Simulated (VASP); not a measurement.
All values below come from vdW-DF2, VASP's PBE PAW potentials (set 64) (plane waves; VASP).

VASP input:

INCAR:
```
# general
SYSTEM   = Ge
PREC     = Accurate
ENCUT    = 520
LREAL    = .False.
LASPH    = .True.

# electronic loop
EDIFF    = 1E-7
NELM     = 100
ALGO     = Normal
LMAXMIX  = 4

# smearing
ISMEAR   = -5

# functional
GGA      = ML
LUSE_VDW = .True.
AGGAC    = 0.0
ZAB_VDW  = -1.8867

# ions
ISIF     = 2

# output
LWAVE    = .False.
LCHARG   = .True.
LORBIT   = 11
NEDOS    = 601
```

### POSCAR
```
Ge
1
    0.0000000000     2.9811295796     2.9811295796
    2.9811295796    -0.0000000000     2.9811295796
    2.9811295796     2.9811295796    -0.0000000000
Ge
2
Direct
  0.0000000000   0.0000000000   0.0000000000
  0.2500000000   0.2500000000   0.2500000000
```

**KPOINTS**
```
Automatic mesh
0
Gamma
12 12 12
0 0 0
```

POTCAR, in this order: Ge_d (PBE.64 set). Program: vasp_std.

What VASP printed:

**OSZICAR**
```
       N       E                     dE             d eps       ncg     rms          rms(c)
DAV:   1     0.173898487723E+03    0.17390E+03   -0.15544E+04  2600   0.403E+03
DAV:   2     0.203330786702E+02   -0.15357E+03   -0.15169E+03  2618   0.524E+02
DAV:   3    -0.105375706605E+01   -0.21387E+02   -0.21242E+02  2930   0.152E+02
DAV:   4    -0.176803115555E+01   -0.71427E+00   -0.71344E+00  2912   0.313E+01
DAV:   5    -0.178179010051E+01   -0.13759E-01   -0.13758E-01  2956   0.461E+00    0.216E+00
DAV:   6    -0.172695189957E+01    0.54838E-01   -0.55233E-02  3062   0.142E+00    0.134E+00
DAV:   7    -0.169399275842E+01    0.32959E-01   -0.14520E-01  3314   0.220E+00    0.159E-01
DAV:   8    -0.169440818169E+01   -0.41542E-03   -0.51846E-03  2792   0.718E-01    0.637E-02
DAV:   9    -0.169438923922E+01    0.18942E-04   -0.71121E-04  3196   0.195E-01    0.141E-02
DAV:  10    -0.169437823424E+01    0.11005E-04   -0.34007E-05  2748   0.858E-02    0.584E-03
DAV:  11    -0.169437973856E+01   -0.15043E-05   -0.44856E-06  2880   0.275E-02    0.185E-03
DAV:  12    -0.169437931601E+01    0.42254E-06   -0.38727E-07  2406   0.918E-03    0.312E-04
DAV:  13    -0.169437907937E+01    0.23664E-06   -0.23383E-08  1368   0.195E-03    0.732E-05
DAV:  14    -0.169437906011E+01    0.19263E-07   -0.46731E-09  1306   0.102E-03
   1 F= -.16943791E+01 E0= -.16943791E+01  d E =0.000000E+00
```

OUTCAR:
```
------------------------ aborting loop because EDIFF is reached ----------------------------------------
  FORCE on cell =-STRESS in cart. coord.  units (eV):
  Direction    XX          YY          ZZ          XY          YZ          ZX
  --------------------------------------------------------------------------------------
  Total       -0.0516739     -0.0516739     -0.0516739      0.0000000      0.0000000     -0.0000000
  in kB       -1.5624612     -1.5624612     -1.5624612      0.0000000      0.0000000     -0.0000000
  external PRESSURE =      -1.5624612 kB  Pullay stress =       0.0000000 kB
  volume of cell :       52.99
      direct lattice vectors                 reciprocal lattice vectors
     0.000000000  2.981129580  2.981129580    -0.167721659  0.167721659  0.167721659
     2.981129580  0.000000000  2.981129580     0.167721659 -0.167721659  0.167721659
     2.981129580  2.981129580  0.000000000     0.167721659  0.167721659 -0.167721659
 POSITION                                       TOTAL-FORCE (eV/Angst)
 -----------------------------------------------------------------------------------
      0.00000      0.00000      0.00000         0.000000      0.000000      0.000000
      1.49056      1.49056      1.49056        -0.000000     -0.000000     -0.000000
 -----------------------------------------------------------------------------------
    total drift:                               -0.000000      0.000000      0.000000
  FREE ENERGIE OF THE ION-ELECTRON SYSTEM (eV)
  ---------------------------------------------------
  free  energy   TOTEN  =        -1.6943790601 eV

  energy  without entropy=       -1.6943790601  energy(sigma->0) =       -1.69437906

 total charge

# of ion       s       p       d       tot
------------------------------------------
    1        1.162   1.112  10.003  12.277
    2        1.162   1.112  10.003  12.277
--------------------------------------------------
tot          2.323   2.225  20.005  24.553
```
(Selected blocks of OUTCAR.)

For a metal the tetrahedron method with Blöchl corrections gives inexact stress and forces.

The compound is Ge in the diamond structure. It was relaxed first, which changed the volume by +17 %.
